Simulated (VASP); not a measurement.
Calculation: AM05 GGA, VASP's PBE PAW potentials (set 64) (plane waves; VASP 6.6.1).

A VASP calculation is set up with these files.

INCAR:
```
ALGO = Normal
EDIFF = 1E-7
ENCUT = 520
GGA = AM
ISIF = 2
ISMEAR = 0
LASPH = .TRUE.
LCHARG = .FALSE.
LMAXMIX = 4
LREAL = .FALSE.
LWAVE = .FALSE.
NELM = 100
PREC = Accurate
SIGMA = 0.05
SYSTEM = Sr
```

### KPOINTS
```
K-points
0
Gamma
  8 8 8
```

File POSCAR:
```
Sr
1
    0.0000000000     3.0442053825     3.0442053825
    3.0442053825     0.0000000000     3.0442053825
    3.0442053825     3.0442053825     0.0000000000
Sr
1
Direct
  0.0000000000   0.0000000000   0.0000000000
```

POTCAR, in this order: Sr_sv (PBE.64 set). Program: vasp_std.

Q: What will the output report for the number of irreducible k-points (NKPTS), largest plane-wave count, number of space-group operations, FFT grid (NGX, NGY, NGZ)?

A: 
```
Quantity                                      Result
--------------------------------------  ------------
number of irreducible k-points (NKPTS)            29
largest plane-wave count                        1540
number of space-group operations                  48
FFT grid (NGX, NGY, NGZ)                32 × 32 × 32
```

The compound is Sr in the fcc structure. This cell is one point of a volume scan, at 1.06 of the reference volume.
